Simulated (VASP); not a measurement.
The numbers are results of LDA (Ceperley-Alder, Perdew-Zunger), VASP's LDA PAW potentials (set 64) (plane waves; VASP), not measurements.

VASP input:

File POSCAR:
```
PtSe2
1
    1.8711911035    -3.2409983080     0.0000000000
    1.8711911035     3.2409983080     0.0000000000
    0.0000000000     0.0000000000     4.7640481817
Pt Se
1 2
Direct
  0.0000000000   0.0000000000   0.0000000000
  0.3333330000   0.6666670000   0.2653972327
  0.6666670000   0.3333330000   0.7346027673
```

File KPOINTS:
```
Automatic
0
Gamma
9 9 7
```

INCAR:
```
SIGMA  =  0.1
ENCUT  =  500
ALGO  =  Normal   ! blocked Davidson
LASPH  =  .TRUE.
ISMEAR  =  1   ! Methfessel-Paxton
NSW  =  40
LREAL  =  .FALSE.   ! projection in real space or not
LWAVE  =  .FALSE.
PREC  =  Accurate
LCHARG  =  .FALSE.
IBRION  =  2   ! conjugate gradients
EDIFF  =  1E-6
EDIFFG  =  -0.02
LMAXMIX  =  6   ! l cut-off of mixed one-centre charges
PSTRESS  =  50
SYSTEM  =  PtSe2
ISIF  =  3   ! ions, shape and volume
NELM  =  100
```

POTCAR, in this order: Pt Se (LDA.64 set). Program: vasp_std.

What VASP printed:

### OSZICAR
```
       N       E                     dE             d eps       ncg     rms          rms(c)
DAV:   1     0.111392301874E+03    0.11139E+03   -0.10052E+04  2086   0.125E+03
DAV:   2    -0.131442648127E+02   -0.12454E+03   -0.12191E+03  2672   0.240E+02
DAV:   3    -0.178542729506E+02   -0.47100E+01   -0.46881E+01  2490   0.489E+01
DAV:   4    -0.178879974030E+02   -0.33724E-01   -0.33719E-01  2602   0.458E+00
DAV:   5    -0.178883544025E+02   -0.35700E-03   -0.35699E-03  2560   0.433E-01    0.133E+01
DAV:   6    -0.173178751820E+02    0.57048E+00   -0.48347E+00  2112   0.215E+01    0.805E+00
DAV:   7    -0.171250171038E+02    0.19286E+00   -0.91805E-01  2112   0.104E+01    0.395E+00
DAV:   8    -0.170943541522E+02    0.30663E-01   -0.68568E-02  2301   0.199E+00    0.826E-01
DAV:   9    -0.170907345432E+02    0.36196E-02   -0.89593E-03  2322   0.975E-01    0.191E-01
DAV:  10    -0.170907293042E+02    0.52390E-05   -0.13161E-03  2371   0.265E-01    0.400E-02
DAV:  11    -0.170907267586E+02    0.25456E-05   -0.40978E-05  2476   0.566E-02    0.260E-02
DAV:  12    -0.170907262171E+02    0.54152E-06   -0.42861E-06  2301   0.140E-02
   1 F= -.15287449E+02 E0= -.15287465E+02  d E =-.152874E+02
       N       E                     dE             d eps       ncg     rms          rms(c)
DAV:   1    -0.179782408056E+02   -0.88751E+00   -0.20847E+01  2224   0.430E+01    0.773E+00
DAV:   2    -0.170720107346E+02    0.90623E+00   -0.44339E+00  2119   0.216E+01    0.325E+00
DAV:   3    -0.169140907107E+02    0.15792E+00   -0.37899E-01  2168   0.682E+00    0.116E+00
DAV:   4    -0.168798836737E+02    0.34207E-01   -0.17347E-01  2266   0.256E+00    0.509E-01
DAV:   5    -0.168792445398E+02    0.63913E-03   -0.43914E-03  2413   0.669E-01    0.364E-01
DAV:   6    -0.168794347699E+02   -0.19023E-03   -0.12023E-03  2392   0.246E-01    0.337E-02
DAV:   7    -0.168794249055E+02    0.98644E-05   -0.61565E-05  2371   0.753E-02    0.189E-02
DAV:   8    -0.168794249011E+02    0.44147E-08   -0.58768E-06  2504   0.254E-02
   2 F= -.15225535E+02 E0= -.15225499E+02  d E =0.619137E-01
       N       E                     dE             d eps       ncg     rms          rms(c)
DAV:   1    -0.175144814987E+02   -0.63506E+00   -0.83905E+00  2189   0.268E+01    0.433E+00
DAV:   2    -0.171530317060E+02    0.36145E+00   -0.18650E+00  2133   0.155E+01    0.294E+00
DAV:   3    -0.170802458153E+02    0.72786E-01   -0.16517E-01  2175   0.446E+00    0.147E+00
DAV:   4    -0.170641794514E+02    0.16066E-01   -0.94962E-02  2189   0.173E+00    0.385E-01
DAV:   5    -0.170638425218E+02    0.33693E-03   -0.55886E-03  2217   0.705E-01    0.318E-01
DAV:   6    -0.170637069501E+02    0.13557E-03   -0.13331E-03  2371   0.359E-01    0.306E-02
DAV:   7    -0.170637101981E+02   -0.32481E-05   -0.67216E-05  2385   0.851E-02    0.155E-02
DAV:   8    -0.170637088172E+02    0.13810E-05   -0.44363E-06  2364   0.193E-02    0.322E-03
DAV:   9    -0.170637086083E+02    0.20884E-06   -0.15487E-06  1126   0.115E-02
   3 F= -.15316163E+02 E0= -.15316172E+02  d E =-.287141E-01
       N       E                     dE             d eps       ncg     rms          rms(c)
DAV:   1    -0.170733450688E+02   -0.96363E-02   -0.91556E-01  2070   0.683E+00    0.736E-01
DAV:   2    -0.170645740493E+02    0.87710E-02   -0.75411E-02  2196   0.274E+00    0.352E-01
DAV:   3    -0.170626116033E+02    0.19624E-02   -0.43847E-03  2434   0.721E-01    0.141E-01
DAV:   4    -0.170621124970E+02    0.49911E-03   -0.31790E-03  2196   0.343E-01    0.569E-02
DAV:   5    -0.170621074312E+02    0.50658E-05   -0.12348E-04  2245   0.840E-02    0.354E-02
DAV:   6    -0.170621084458E+02   -0.10146E-05   -0.12947E-05  2567   0.344E-02    0.108E-02
DAV:   7    -0.170621088877E+02   -0.44187E-06   -0.13040E-06  1238   0.105E-02
   4 F= -.15328022E+02 E0= -.15327909E+02  d E =-.118594E-01
       N       E                     dE             d eps       ncg     rms          rms(c)
DAV:   1    -0.171047389898E+02   -0.42631E-01   -0.51372E+00  2070   0.162E+01    0.173E+00
DAV:   2    -0.170561522041E+02    0.48587E-01   -0.43088E-01  2196   0.646E+00    0.836E-01
DAV:   3    -0.170447644691E+02    0.11388E-01   -0.26173E-02  2462   0.177E+00    0.331E-01
DAV:   4    -0.170419968139E+02    0.27677E-02   -0.17210E-02  2175   0.814E-01    0.135E-01
DAV:   5    -0.170419862999E+02    0.10514E-04   -0.60647E-04  2308   0.188E-01    0.842E-02
DAV:   6    -0.170419928007E+02   -0.65007E-05   -0.65780E-05  2518   0.752E-02    0.252E-02
DAV:   7    -0.170419957620E+02   -0.29614E-05   -0.73448E-06  2448   0.230E-02    0.574E-03
DAV:   8    -0.170419956658E+02    0.96238E-07   -0.86021E-07  1056   0.935E-03
   5 F= -.15339764E+02 E0= -.15339597E+02  d E =-.236013E-01
       N       E                     dE             d eps       ncg     rms          rms(c)
DAV:   1    -0.170440480827E+02   -0.20523E-02   -0.16573E-02  2070   0.930E-01    0.101E-01
DAV:   2    -0.170439007066E+02    0.14738E-03   -0.13735E-03  2217   0.372E-01    0.508E-02
DAV:   3    -0.170438625622E+02    0.38144E-04   -0.86523E-05  2455   0.101E-01    0.204E-02
DAV:   4    -0.170438529025E+02    0.96598E-05   -0.59851E-05  2154   0.474E-02    0.773E-03
DAV:   5    -0.170438527880E+02    0.11449E-06   -0.21255E-06  1879   0.112E-02
   6 F= -.15339802E+02 E0= -.15339625E+02  d E =-.236392E-01
       N       E                     dE             d eps       ncg     rms          rms(c)
DAV:   1    -0.170524308423E+02   -0.85779E-02   -0.95175E-02  2119   0.246E+00    0.325E-01
DAV:   2    -0.170506748835E+02    0.17560E-02   -0.60861E-03  2329   0.784E-01    0.170E-01
DAV:   3    -0.170503098400E+02    0.36504E-03   -0.87392E-04  2231   0.273E-01    0.773E-02
DAV:   4    -0.170502118724E+02    0.97968E-04   -0.42068E-04  2336   0.158E-01    0.322E-02
DAV:   5    -0.170502100604E+02    0.18120E-05   -0.14167E-05  2245   0.298E-02    0.153E-02
DAV:   6    -0.170502098701E+02    0.19035E-06   -0.39631E-06  2308   0.163E-02
   7 F= -.15340048E+02 E0= -.15339861E+02  d E =-.246081E-03
       N       E                     dE             d eps       ncg     rms          rms(c)
DAV:   1    -0.170485872900E+02    0.16228E-02   -0.92318E-03  2119   0.768E-01    0.102E-01
DAV:   2    -0.170484167756E+02    0.17051E-03   -0.58848E-04  2336   0.243E-01    0.522E-02
DAV:   3    -0.170483811902E+02    0.35585E-04   -0.85111E-05  2217   0.852E-02    0.237E-02
DAV:   4    -0.170483716721E+02    0.95181E-05   -0.40462E-05  2336   0.492E-02    0.985E-03
DAV:   5    -0.170483714808E+02    0.19128E-06   -0.12847E-06  1245   0.924E-03
   8 F= -.15340114E+02 E0= -.15339930E+02  d E =-.312073E-03
       N       E                     dE             d eps       ncg     rms          rms(c)
DAV:   1    -0.170473151556E+02    0.10565E-02   -0.40746E-02  2070   0.153E+00    0.173E-01
DAV:   2    -0.170465171933E+02    0.79796E-03   -0.42612E-03  2259   0.651E-01    0.111E-01
DAV:   3    -0.170463515785E+02    0.16561E-03   -0.51970E-04  2266   0.238E-01    0.432E-02
DAV:   4    -0.170463061606E+02    0.45418E-04   -0.17910E-04  2371   0.877E-02    0.158E-02
DAV:   5    -0.170463047790E+02    0.13816E-05   -0.97607E-06  2364   0.278E-02    0.102E-02
DAV:   6    -0.170463045241E+02    0.25494E-06   -0.15882E-06  1175   0.947E-03
   9 F= -.15340375E+02 E0= -.15340170E+02  d E =-.260282E-03
```

OUTCAR:
```
------------------------ aborting loop because EDIFF is reached ----------------------------------------
  FORCE on cell =-STRESS in cart. coord.  units (eV):
  Direction    XX          YY          ZZ          XY          YZ          ZX
  --------------------------------------------------------------------------------------
  Total        1.6990615      1.6990618      1.6769137      0.0000000      0.0000000      0.0000000
  in kB       49.7986889     49.7986989     49.1495493      0.0000000      0.0000000      0.0000000
  external PRESSURE =      -0.4176876 kB  Pullay stress =      50.0000000 kB
  volume of cell :       54.66
      direct lattice vectors                 reciprocal lattice vectors
     1.857412993 -3.217133999 -0.000000000     0.269191613 -0.155417835 -0.000000000
     1.857412993  3.217133999  0.000000000     0.269191613  0.155417835  0.000000000
    -0.000000000 -0.000000000  4.573978751    -0.000000000 -0.000000000  0.218628038
 POSITION                                       TOTAL-FORCE (eV/Angst)
 -----------------------------------------------------------------------------------
      0.00000     -0.00000      4.57398         0.000000     -0.000000      0.000000
      1.85741      1.07238      1.25730        -0.000000      0.000000     -0.000621
      1.85741     -1.07238      3.31668        -0.000000     -0.000000      0.000621
 -----------------------------------------------------------------------------------
    total drift:                               -0.000000      0.000000      0.000000
  FREE ENERGIE OF THE ION-ELECTRON SYSTEM (eV)
  ---------------------------------------------------
  free  energy   TOTEN  =       -17.0463045241 eV

  energy  without entropy=      -17.0456896736  energy(sigma->0) =      -17.04609957
  enthalpy is  TOTEN    =       -15.3403745897 eV   P V=        1.7059299344

 reached required accuracy - stopping structural energy minimisation
```
(Selected blocks of OUTCAR.)

**CONTCAR**
```
PtSe2
   1.00000000000000
     1.8574129933383139   -3.2171339987037317   -0.0000000000000000
     1.8574129933383139    3.2171339987037317    0.0000000000000000
    -0.0000000000000000   -0.0000000000000000    4.5739787511908592
  Pt              Se
     1     2
Direct
     0.0000000000000000    0.0000000000000000    1.0000000000000000
     0.3333330000000032    0.6666669999999968    0.2748801395922075
     0.6666669999999968    0.3333330000000032    0.7251198604077924
```

Energy and stress use the plane-wave basis of the starting cell.

The compound is PtSe2 in the 1T layered structure. This run relaxes it under an external pressure of 5 GPa. Symmetry was kept, so distortions that lower it aren't found.
